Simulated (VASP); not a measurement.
A run of VASP 6.6.1:

Contents of INCAR:

```
SYSTEM = HfSb2Au3
ALGO     = Normal         ! electronic algorithm
EDIFF    = 1E-7           ! SCF threshold, eV
ENCUT    = 520            ! plane-wave cutoff, eV
GGA      = PE             ! functional
ISIF     = 2              ! what is computed and relaxed
ISMEAR   = 0              ! smearing method
LASPH    = .TRUE.         ! aspherical terms in the spheres
LCHARG   = .FALSE.        ! write CHGCAR
LREAL    = .FALSE.        ! projectors in reciprocal space
LWAVE    = .FALSE.        ! write WAVECAR
NBANDS   = 36             ! bands
NELM     = 100            ! most SCF steps
PREC     = Accurate       ! precision mode
SIGMA    = 0.1            ! smearing width, eV
```

The input KPOINTS:

```
k-points
0
G
  3 3 6
  0 0 0
```

Contents of POSCAR:

```
HfSb2Au3
1.0
    5.5236175585      0.0000000000      0.0000000000
   -2.7618087792      4.7835931264      0.0000000000
    0.0000000000      0.0000000000      5.1737348857
Hf Sb Au
1 2 3
Direct
    0.0000000000      0.0000000000      0.0000000000
    0.3333333333      0.6666666667      0.0000000000
    0.6666666667      0.3333333333      0.0000000000
    0.5000000000      0.0000000000      0.5000000000
    0.5000000000      0.5000000000      0.5000000000
    0.0000000000      0.5000000000      0.5000000000
```

Potentials or basis: VASP PAW PBE potentials, release 64 (Hf_pv, Sb, Au).

Launch:

```bash
$ cat potpaw_PBE.64/Hf_pv/POTCAR potpaw_PBE.64/Sb/POTCAR potpaw_PBE.64/Au/POTCAR > POTCAR
$ mpirun -np 1 vasp_std > vasp.out
```

Hardware: 1 thread of Intel(R) Xeon(R) 6975P-C (Granite Rapids) (shared host).

**Question.** How long does it take, and how much memory?

**Answer.** It took 28 s on 1 thread of Intel(R) Xeon(R) 6975P-C (Granite Rapids), on a shared host, peak memory 0.28 GiB. Counts: scf iterations 15, k points 12.
